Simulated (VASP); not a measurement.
# BeRu (P4/mmm) in VASP: reference runs

How does BeRu come out in PBE? The cell is run as given.

Program: VASP 6.6.1. These are calculated values, not measurements. Logs are shortened: lines on timing, memory, paths and dates and some standing lists are left out, and cuts for length are marked.

### 1 The structure

It takes space group P4/mmm (No. 123, tetragonal). Conventional cell: a = 2.288 Å, b = 2.288 Å, c = 3.783 Å, α = 90.00°, β = 90.00°, γ = 90.00°. Around Be (site symmetry 4/mmm) lie 2 Ru at 1.89 Å. Ru (site symmetry 4/mmm) has 2 Be at 1.89 Å as nearest neighbours.

The cell was built by a generator and needn't be a form met in nature.

### 2 Single point, PBE

Contents of INCAR:

```
SYSTEM = BeRu
PREC     = Accurate       ! precision mode
ENCUT    = 520            ! plane-wave cutoff, eV
EDIFF    = 1E-7           ! SCF threshold, eV
ISMEAR   = -1             ! smearing method
SIGMA    = 0.05           ! smearing width, eV
LREAL    = .False.        ! projectors in reciprocal space
LASPH    = .True.         ! aspherical terms in the spheres
NELM     = 100            ! most SCF steps
ALGO     = Normal         ! electronic algorithm
ISIF     = 2              ! what is computed and relaxed
LWAVE    = .False.        ! write WAVECAR
LCHARG   = .True.         ! write CHGCAR
GGA      = PE             ! functional
LELF     = .True.         ! ELF
LVHAR    = .True.       
NBANDS   = 15             ! bands
```

Contents of KPOINTS:

```
regular mesh
0
Gamma
  11 11 7
  0 0 0
```

Contents of POSCAR:

```
BeRu
1.0
    2.2883455500      0.0000000000      0.0000000000
    0.0000000000      2.2883455500      0.0000000000
    0.0000000000      0.0000000000      3.7829166300
Be Ru
1 1
Direct
    0.5000000000      0.5000000000      0.0000000000
    0.5000000000      0.5000000000      0.5000000000
```

Potentials or basis: VASP PAW PBE potentials, release 64 (Be, Ru_pv).

Launch:

```sh
cat potpaw_PBE.64/Be/POTCAR potpaw_PBE.64/Ru_pv/POTCAR > POTCAR
mpirun -np 1 vasp_std > vasp.out
```

OUTCAR:

```text
SYSTEM = BeRu
   PREC = Accurate
   ENCUT = 520
   EDIFF = 1E-7
   ISMEAR = -1
   LREAL = .False.
   LASPH = .True.
   NELM = 100
   ISIF = 2
   GGA = PE

 ion  position               nearest neighbor table
   1  0.500  0.500  0.000-   2 1.89   2 1.89
   2  0.500  0.500  0.500-   1 1.89   1 1.89

  LATTYP: Found a simple tetragonal cell.
 ALAT       =     2.2883455500
 C/A-ratio  =     1.6531229866

  Lattice vectors:

 A1 = (   2.2883455500,   0.0000000000,   0.0000000000)
 A2 = (   0.0000000000,   2.2883455500,   0.0000000000)
 A3 = (   0.0000000000,   0.0000000000,   3.7829166300)

Analysis of symmetry for initial positions (statically):
=====================================================================
 Subroutine PRICEL returns:
 Original cell was already a primitive cell.

 Routine SETGRP: Setting up the symmetry group for a
 simple tetragonal supercell.

 Subroutine GETGRP returns: Found 16 space group operations
 (whereof 16 operations were pure point group operations)
 out of a pool of 16 trial point group operations.

The static configuration has the point symmetry D_4h.

Analysis of symmetry for dynamics (positions and initial velocities):
=====================================================================
 Subroutine PRICEL returns:
 Original cell was already a primitive cell.

 Routine SETGRP: Setting up the symmetry group for a
 simple tetragonal supercell.

 Subroutine GETGRP returns: Found 16 space group operations
 (whereof 16 operations were pure point group operations)
 out of a pool of 16 trial point group operations.

The dynamic configuration has the point symmetry D_4h.

 Subroutine INISYM returns: Found 16 space group operations
 (whereof 16 operations are pure point group operations),
 and found     1 'primitive' translations

----------------------------------------------------------------------------------------

                                     Primitive cell

  volume of cell :      19.8093

  direct lattice vectors                    reciprocal lattice vectors
     2.288345550  0.000000000  0.000000000     0.436996939  0.000000000  0.000000000
     0.000000000  2.288345550  0.000000000     0.000000000  0.436996939  0.000000000
     0.000000000  0.000000000  3.782916630     0.000000000  0.000000000  0.264346296

  length of vectors
     2.288345550  2.288345550  3.782916630     0.436996939  0.436996939  0.264346296

  position of ions in fractional coordinates (direct lattice)
     0.500000000  0.500000000  0.000000000
     0.500000000  0.500000000  0.500000000
[... 89 lines left out ...]
   NUPDOWN=      -1.0000    fix difference up-down
   EMIN   =  10.00;   EMAX   =-10.00  energy-range for DOS
   EFERMI =   0.00;   METHOD = LEGACY
   ISMEAR =    -1;   SIGMA  =   0.05  broadening in eV -4-tet -1-fermi 0-gaus
   EFERMI_NEDOS =   21; number of points for ismear=-14 and -15
   IALGO  =     38    algorithm
   IMIX   =      4    mixing-type and parameters
     AMIX     =   0.40;   BMIX     =  1.00
     AMIX_MAG =   1.60;   BMIX_MAG =  1.00
  volume/ion in A,a.u.               =       9.90        66.84
  Fermi-wavevector in a.u.,A,eV,Ry     =   1.524608  2.881091 31.625780  2.324429
  Thomas-Fermi vector in A             =   2.632892
   LORBIT       =      0    0 simple, 1 ext, 2 COOP (PROOUT), +10 PAW based schemes
   GGA     = PE    functional components
   LHFCALC =     F    Hartree Fock is set to
   AEXX    =    0.0000 exact exchange contribution
   IVDW    =     0    specifies the selected vdW correction
   LEPSILON=     F    determine dielectric tensor
   LRPA    =     F    only Hartree local field effects (RPA)
 non-spin polarized calculation
  energy-cutoff  :      520.00
  volume of cell :       19.81
 maximum number of plane-waves:       546
 NGX is ok and might be reduce to    18
   NGX =  9   NGY =  9   NGZ = 15

 number of electron      16.0000008 magnetization

 Free energy of the ion-electron system (eV)
  ---------------------------------------------------
  ext. energy  EPLUGINS =         0.00000000
  ---------------------------------------------------
  free energy    TOTEN  =        -9.28483718 eV

  energy without entropy =       -9.27342752  energy(sigma->0) =       -9.27913235

 E-fermi :  11.9593     XC(G=0): -13.0452

 val. band max:       11.9473782739   @ k =   0.0909   0.0000   0.2857
 cond. band min:      11.9777036348   @ k =   0.0000   0.0000   0.4286
 fundamental gap:      0.0303253609
 Fermi energy:        11.9592734929

 k-point     1 :       0.0000    0.0000    0.0000
  band No.  band energies     occupation
      1     -31.6744      2.00000
      2     -30.2174      2.00000
      3     -30.2174      2.00000
      4       2.2924      2.00000
      5       5.0039      2.00000
      6       5.4004      2.00000
      7      11.4924      1.99982
      8      12.3676      0.00057
      9      12.3676      0.00057
     10      14.9078      0.00000
     11      19.7665      0.00000
     12      22.8850      0.00000
     13      23.6646      0.00000
     14      23.6646      0.00000
[... 401 lines left out ...]
      2     -30.9448      2.00000
      3     -30.1533      2.00000
      4       3.3039      2.00000
      5       5.5269      2.00000
      6       7.1876      2.00000
      7       8.6939      2.00000
      8      12.4793      0.00006
      9      13.1723      0.00000
     10      13.5395      0.00000
     11      18.7477      0.00000
     12      22.8439      0.00000
     13      22.9230      0.00000
     14      24.8166      0.00000
     15      29.0716      0.00000

 [... further k-points ...]

------------------------ aborting loop because EDIFF is reached ----------------------------------------

  FORCE on cell =-STRESS in cart. coord.  units (eV):
  Direction    XX          YY          ZZ          XY          YZ          ZX
  --------------------------------------------------------------------------------------
  -------------------------------------------------------------------------------------
  Total        9.7402544      9.7402544     16.3433457      0.0000000      0.0000000      0.0000000
  in kB      787.7907980    787.7907980   1321.8481519      0.0000000      0.0000000      0.0000000
  external PRESSURE =     965.8099160 kB  Pullay stress =       0.0000000 kB

 VOLUME and BASIS-vectors are now :
 -----------------------------------------------------------------------------
  energy-cutoff  :      520.00
  volume of cell :       19.81
      direct lattice vectors                 reciprocal lattice vectors
     2.288345550  0.000000000  0.000000000     0.436996939  0.000000000  0.000000000
     0.000000000  2.288345550  0.000000000     0.000000000  0.436996939  0.000000000
     0.000000000  0.000000000  3.782916630     0.000000000  0.000000000  0.264346296

 POSITION                                       TOTAL-FORCE (eV/Angst)
 -----------------------------------------------------------------------------------
      1.14417      1.14417      0.00000         0.000000      0.000000      0.000000
      1.14417      1.14417      1.89146         0.000000      0.000000      0.000000
 -----------------------------------------------------------------------------------
    total drift:                                0.000000     -0.000000     -0.000000

  FREE ENERGIE OF THE ION-ELECTRON SYSTEM (eV)
  ---------------------------------------------------
  free  energy   TOTEN  =        -9.2848371845 eV

  energy  without entropy=       -9.2734275190  energy(sigma->0) =       -9.27913235
```

Wall time 18 s (1 thread of Intel Xeon Platinum 8488C (Sapphire Rapids), shared host); peak memory 0.14 GiB.

Results:

```
Free energy            : -9.2848 eV
Pressure               : 96.6 GPa
Band gap on the k mesh : none (metal or under the smearing width)
```

Caveat: a pressure of tens of GPa on the cell as given is suspect, and the run, the potentials or the cell itself is likely at fault.
